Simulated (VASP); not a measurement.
Calculation: LDA (Ceperley-Alder, Perdew-Zunger), VASP's LDA PAW potentials (set 64) (plane waves; VASP).

Input for VASP

File POSCAR:
```
SiO2
1
    4.1567994890     0.0000000000     0.0000000000
    0.0000000000     4.1567994890     0.0000000000
    0.0000000000     0.0000000000     2.6655413395
Si O
2 4
Direct
  0.0000000000   0.0000000000   0.0000000000
  0.5000000000   0.5000000000   0.5000000000
  0.3053900631   0.3053900631   0.0000000000
  0.8053900631   0.1946099369   0.5000000000
  0.1946099369   0.8053900631   0.5000000000
  0.6946099369   0.6946099369   0.0000000000
```

**INCAR**
```
ALGO=Normal
EDIFF=1E-8
ENCUT=520
IBRION=8
ISMEAR=0
LASPH=.TRUE.
LCHARG=.FALSE.
LEPSILON=.TRUE.
LREAL=.FALSE.
LWAVE=.FALSE.
NELM=100
NSW=1
PREC=Accurate
SIGMA=0.01
SYSTEM=SiO2
```

**KPOINTS**
```
K-points
0
gamma
5 5 8
0 0 0
```

POTCAR, in this order: Si O (LDA.64 set). Program: vasp_std.

Output

### OSZICAR
```
...
RMM:  10    -0.317265129732E+00   -0.26712E-06   -0.25872E-07  2571   0.575E-04    0.191E-05
RMM:  11    -0.317265363041E+00   -0.23331E-06   -0.33700E-07  1590   0.522E-04    0.628E-06
 Linear response to external field, progress :
  Direction:   2
       N       E                     dE             d eps       ncg     rms          rms(c)
RMM:   1    -0.312382453416E+00   -0.31238E+00   -0.83635E-01  3137   0.315E+00
RMM:   2    -0.314385524206E+00   -0.20031E-02   -0.68364E-03  3037   0.482E-01    0.999E-01
RMM:   3    -0.307004899004E+00    0.73806E-02   -0.94721E-03  3075   0.623E-01    0.573E-01
RMM:   4    -0.312955657707E+00   -0.59508E-02   -0.37515E-03  3075   0.449E-01    0.130E-01
RMM:   5    -0.316823700565E+00   -0.38680E-02   -0.31114E-04  3158   0.127E-01    0.260E-02
RMM:   6    -0.317149942553E+00   -0.32624E-03   -0.39110E-05  3084   0.410E-02    0.368E-03
RMM:   7    -0.317247441581E+00   -0.97499E-04   -0.14417E-06  3209   0.803E-03    0.242E-03
RMM:   8    -0.317265018663E+00   -0.17577E-04   -0.36628E-07  3201   0.201E-03    0.295E-04
RMM:   9    -0.317264861520E+00    0.15714E-06   -0.30769E-07  3141   0.931E-04    0.954E-05
RMM:  10    -0.317265131057E+00   -0.26954E-06   -0.30953E-07  2576   0.576E-04    0.190E-05
RMM:  11    -0.317265367787E+00   -0.23673E-06   -0.29403E-07  1587   0.523E-04    0.633E-06
 Linear response to external field, progress :
  Direction:   3
       N       E                     dE             d eps       ncg     rms          rms(c)
RMM:   1    -0.342735787105E+00   -0.34274E+00   -0.96028E-01  1974   0.325E+00
RMM:   2    -0.342155321795E+00    0.58047E-03   -0.64686E-03  1990   0.468E-01    0.106E+00
RMM:   3    -0.331674263421E+00    0.10481E-01   -0.71550E-03  1890   0.562E-01    0.609E-01
RMM:   4    -0.340712191074E+00   -0.90379E-02   -0.11085E-02  1986   0.695E-01    0.545E-02
RMM:   5    -0.341616506715E+00   -0.90432E-03   -0.16144E-04  2022   0.104E-01    0.110E-02
RMM:   6    -0.341730382923E+00   -0.11388E-03   -0.22355E-06  2091   0.108E-02    0.540E-03
RMM:   7    -0.341786203741E+00   -0.55821E-04   -0.38461E-07  2101   0.322E-03    0.323E-04
RMM:   8    -0.341795717722E+00   -0.95140E-05   -0.22101E-07  2092   0.838E-04    0.128E-04
RMM:   9    -0.341796379173E+00   -0.66145E-06   -0.22871E-07  1724   0.555E-04    0.172E-05
RMM:  10    -0.341796476956E+00   -0.97783E-07   -0.24025E-07   977   0.463E-04    0.732E-06
 Linear response DOF=           4
 Linear response progress:
  Degree of freedom:   1/  4
       N       E                     dE             d eps       ncg     rms          rms(c)
RMM:   1    -0.327935901442E-01   -0.32794E-01    0.12442E-01  7604   0.211E+00
RMM:   2    -0.237928276216E-01    0.90008E-02   -0.51003E-03  4405   0.558E-01    0.165E-01
RMM:   3    -0.230751124961E-01    0.71772E-03   -0.54546E-04  4493   0.125E-01    0.104E-01
RMM:   4    -0.226331387716E-01    0.44197E-03   -0.47812E-04  4561   0.143E-01    0.183E-02
RMM:   5    -0.226195864985E-01    0.13552E-04   -0.24381E-05  4558   0.259E-02    0.766E-03
RMM:   6    -0.226177531775E-01    0.18333E-05   -0.14763E-06  4499   0.963E-03    0.144E-03
RMM:   7    -0.226190999780E-01   -0.13468E-05    0.20157E-07  4595   0.154E-03    0.695E-04
RMM:   8    -0.226208806424E-01   -0.17807E-05   -0.13645E-08  4577   0.696E-04    0.121E-04
RMM:   9    -0.226211003481E-01   -0.21971E-06   -0.93024E-08  4585   0.245E-04    0.387E-05
RMM:  10    -0.226211528116E-01   -0.52464E-07   -0.20440E-07  4655   0.102E-04    0.161E-05
RMM:  11    -0.226211419148E-01    0.10897E-07   -0.50656E-08  4652   0.786E-05    0.271E-06
RMM:  12    -0.226211297850E-01    0.12130E-07   -0.34941E-08  4479   0.700E-05    0.117E-06
RMM:  13    -0.226211252149E-01    0.45701E-08    0.86686E-08  3991   0.681E-05    0.507E-07
 Linear response progress:
  Degree of freedom:   2/  4
       N       E                     dE             d eps       ncg     rms          rms(c)
RMM:   1    -0.190802315509E-01   -0.19080E-01    0.36840E-02  3945   0.138E+00
RMM:   2    -0.164907213779E-01    0.25895E-02   -0.12596E-03  2961   0.256E-01    0.197E-01
RMM:   3    -0.164215215650E-01    0.69200E-04   -0.13003E-04  2974   0.731E-02    0.117E-01
RMM:   4    -0.165186314345E-01   -0.97110E-04   -0.17432E-04  2987   0.815E-02    0.907E-03
RMM:   5    -0.164883229687E-01    0.30308E-04   -0.40938E-06  2990   0.141E-02    0.226E-03
RMM:   6    -0.164873518275E-01    0.97114E-06   -0.66899E-08  3072   0.139E-03    0.579E-04
RMM:   7    -0.164856524759E-01    0.16994E-05   -0.39931E-09  3060   0.630E-04    0.120E-04
RMM:   8    -0.164853640349E-01    0.28844E-06   -0.12293E-09  3084   0.161E-04    0.505E-05
RMM:   9    -0.164854078870E-01   -0.43852E-07   -0.38833E-09  3101   0.740E-05    0.269E-06
RMM:  10    -0.164853974564E-01    0.10431E-07   -0.45746E-09  2923   0.584E-05    0.119E-06
RMM:  11    -0.164854011826E-01   -0.37262E-08   -0.12005E-08  2359   0.562E-05    0.206E-07
 Linear response progress:
  Degree of freedom:   3/  4
       N       E                     dE             d eps       ncg     rms          rms(c)
RMM:   1    -0.376051357329E+00   -0.37605E+00    0.32020E-01  4892   0.420E+00
RMM:   2    -0.368260163481E+00    0.77912E-02   -0.12911E-02  4340   0.692E-01    0.238E-01
RMM:   3    -0.369304831999E+00   -0.10447E-02   -0.17755E-03  4020   0.255E-01    0.129E-01
RMM:   4    -0.371132934578E+00   -0.18281E-02   -0.12932E-03  4204   0.201E-01    0.351E-02
RMM:   5    -0.371233976602E+00   -0.10104E-03   -0.48265E-05  4515   0.421E-02    0.112E-02
RMM:   6    -0.371274657298E+00   -0.40681E-04   -0.98669E-07  4592   0.724E-03    0.302E-03
RMM:   7    -0.371285219239E+00   -0.10562E-04   -0.66938E-07  4573   0.399E-03    0.832E-04
RMM:   8    -0.371277754692E+00    0.74645E-05   -0.40170E-08  4580   0.174E-03    0.256E-04
RMM:   9    -0.371278665441E+00   -0.91075E-06   -0.20867E-08  4629   0.396E-04    0.102E-04
RMM:  10    -0.371278413648E+00    0.25179E-06   -0.52269E-09  4609   0.323E-04    0.167E-05
RMM:  11    -0.371278580438E+00   -0.16679E-06   -0.21310E-08  4721   0.249E-04    0.612E-06
RMM:  12    -0.371278541547E+00    0.38891E-07    0.38549E-09  4735   0.232E-04    0.198E-06
RMM:  13    -0.371278561706E+00   -0.20159E-07   -0.38742E-08  4459   0.227E-04    0.653E-07
RMM:  14    -0.371278562388E+00   -0.68231E-09   -0.31744E-08  3744   0.225E-04    0.194E-07
 Linear response progress:
  Degree of freedom:   4/  4
       N       E                     dE             d eps       ncg     rms          rms(c)
RMM:   1    -0.352501273325E+00   -0.35250E+00    0.36117E-01  4559   0.421E+00
RMM:   2    -0.346424541939E+00    0.60767E-02   -0.10214E-02  4093   0.625E-01    0.237E-01
RMM:   3    -0.347714691675E+00   -0.12901E-02   -0.10466E-03  3585   0.218E-01    0.126E-01
RMM:   4    -0.349954759151E+00   -0.22401E-02   -0.99093E-04  3613   0.208E-01    0.225E-02
RMM:   5    -0.349864078547E+00    0.90681E-04   -0.42689E-05  4264   0.448E-02    0.327E-03
RMM:   6    -0.349896778608E+00   -0.32700E-04   -0.13614E-06  4406   0.573E-03    0.979E-04
RMM:   7    -0.349893942766E+00    0.28358E-05   -0.54563E-07  4415   0.128E-03    0.142E-04
RMM:   8    -0.349894140243E+00   -0.19748E-06   -0.10797E-07  4433   0.389E-04    0.692E-05
RMM:   9    -0.349894145289E+00   -0.50461E-08   -0.70412E-08  4212   0.283E-04    0.173E-05
 Linear response finished
```

OUTCAR:
```
------------------------ aborting loop because EDIFF is reached ----------------------------------------

 HEAD OF MICROSCOPIC STATIC DIELECTRIC TENSOR (INDEPENDENT PARTICLE, excluding Hartree and local field effects)
 ------------------------------------------------------
           3.471036     0.000000     0.000000
          -0.000000     3.471036     0.000000
           0.000000     0.000000     3.689033
 ------------------------------------------------------

 MACROSCOPIC STATIC DIELECTRIC TENSOR (including local field effects in DFT)
 ------------------------------------------------------
           3.358489     0.000000     0.000000
           0.000000     3.358489     0.000000
           0.000000     0.000000     3.535261
 ------------------------------------------------------

 PIEZOELECTRIC TENSOR (including local field effects)  for field in x, y, z        (e  Angst)
          XX          YY          ZZ          XY          YZ          ZX
  --------------------------------------------------------------------------------
  x     0.00000     0.00000     0.00000     0.00000     0.00000     0.00000
  y     0.00000     0.00000     0.00000     0.00000     0.00000     0.00000
  z     0.00000     0.00000     0.00000     0.00000     0.00000     0.00000

 PIEZOELECTRIC TENSOR (including local field effects)  for field in x, y, z        (C/m^2)
          XX          YY          ZZ          XY          YZ          ZX
  --------------------------------------------------------------------------------
  x     0.00000     0.00000     0.00000     0.00000     0.00000     0.00000
  y     0.00000     0.00000     0.00000     0.00000     0.00000     0.00000
  z     0.00000     0.00000     0.00000     0.00000     0.00000     0.00000

 BORN EFFECTIVE CHARGES (including local field effects) (in |e|, cummulative output)
 ---------------------------------------------------------------------------------
 ion    1
    1     3.78320     0.35323     0.00000
    2     0.35323     3.78320     0.00000
    3     0.00000     0.00000     4.02898
 ion    2
    1     3.78320    -0.35323     0.00000
    2    -0.35323     3.78320     0.00000
    3     0.00000     0.00000     4.02898
 ion    3
    1    -1.89160    -0.55034     0.00000
    2    -0.55034    -1.89160     0.00000
    3     0.00000     0.00000    -2.01449
 ion    4
    1    -1.89160     0.55034     0.00000
    2     0.55034    -1.89160     0.00000
    3     0.00000     0.00000    -2.01449
 ion    5
    1    -1.89160     0.55034     0.00000
    2     0.55034    -1.89160     0.00000
    3     0.00000     0.00000    -2.01449
 ion    6
    1    -1.89160    -0.55034     0.00000
    2    -0.55034    -1.89160     0.00000
    3     0.00000     0.00000    -2.01449

   1 f  =   28.361927 THz   178.203245 2PiTHz  946.052060 cm-1   117.295453 meV
             X         Y         Z           dx          dy          dz
      0.000000  0.000000  0.000000     0.000000    0.000000    0.000000
      2.078400  2.078400  1.332771    -0.000000   -0.000000    0.000000
      1.269445  1.269445  0.000000    -0.353553   -0.353553   -0.000000
      3.347845  0.808954  1.332771     0.353553   -0.353553    0.000000
      0.808954  3.347845  1.332771    -0.353553    0.353553    0.000000
      2.887354  2.887354  0.000000     0.353553    0.353553   -0.000000

   2 f  =   24.649951 THz   154.880212 2PiTHz  822.233871 cm-1   101.943961 meV
             X         Y         Z           dx          dy          dz
      0.000000  0.000000  0.000000    -0.020955   -0.236268    0.000000
      2.078400  2.078400  1.332771     0.415792    0.477773   -0.000000
      1.269445  1.269445  0.000000    -0.305488   -0.365664    0.000000
      3.347845  0.808954  1.332771     0.044007    0.205728   -0.000000
      0.808954  3.347845  1.332771     0.044007    0.205728    0.000000
      2.887354  2.887354  0.000000    -0.305488   -0.365664    0.000000

   3 f  =   24.649951 THz   154.880212 2PiTHz  822.233871 cm-1   101.943961 meV
             X         Y         Z           dx          dy          dz
      0.000000  0.000000  0.000000    -0.477773    0.415792   -0.000000
      2.078400  2.078400  1.332771     0.236268   -0.020955   -0.000000
      1.269445  1.269445  0.000000    -0.205728    0.044007   -0.000000
      3.347845  0.808954  1.332771     0.365664   -0.305488    0.000000
      0.808954  3.347845  1.332771     0.365664   -0.305488   -0.000000
      2.887354  2.887354  0.000000    -0.205728    0.044007   -0.000000

   4 f  =   22.803444 THz   143.278265 2PiTHz  760.641022 cm-1    94.307425 meV
             X         Y         Z           dx          dy          dz
      0.000000  0.000000  0.000000     0.000000   -0.000000   -0.310446
      2.078400  2.078400  1.332771     0.000000    0.000000    0.310446
      1.269445  1.269445  0.000000    -0.000000   -0.000000   -0.449235
      3.347845  0.808954  1.332771    -0.000000    0.000000    0.449235
      0.808954  3.347845  1.332771     0.000000   -0.000000    0.449235
      2.887354  2.887354  0.000000     0.000000    0.000000   -0.449235

   5 f  =   22.599062 THz   141.994096 2PiTHz  753.823577 cm-1    93.462170 meV
             X         Y         Z           dx          dy          dz
      0.000000  0.000000  0.000000    -0.000000   -0.000000    0.000000
      2.078400  2.078400  1.332771     0.000000    0.000000   -0.000000
      1.269445  1.269445  0.000000    -0.353553   -0.353553    0.000000
      3.347845  0.808954  1.332771    -0.353553    0.353553   -0.000000
      0.808954  3.347845  1.332771     0.353553   -0.353553   -0.000000
      2.887354  2.887354  0.000000     0.353553    0.353553    0.000000

   6 f  =   19.783531 THz   124.303590 2PiTHz  659.907556 cm-1    81.818073 meV
             X         Y         Z           dx          dy          dz
      0.000000  0.000000  0.000000    -0.000000    0.000000    0.516186
      2.078400  2.078400  1.332771     0.000000   -0.000000    0.516186
      1.269445  1.269445  0.000000    -0.000000   -0.000000   -0.341725
      3.347845  0.808954  1.332771    -0.000000    0.000000   -0.341725
      0.808954  3.347845  1.332771     0.000000   -0.000000   -0.341725
      2.887354  2.887354  0.000000     0.000000    0.000000   -0.341725
...
```
(Selected blocks of OUTCAR.)

The compound is SiO2 in the rutile structure, stishovite, a high-pressure form. It was relaxed first.
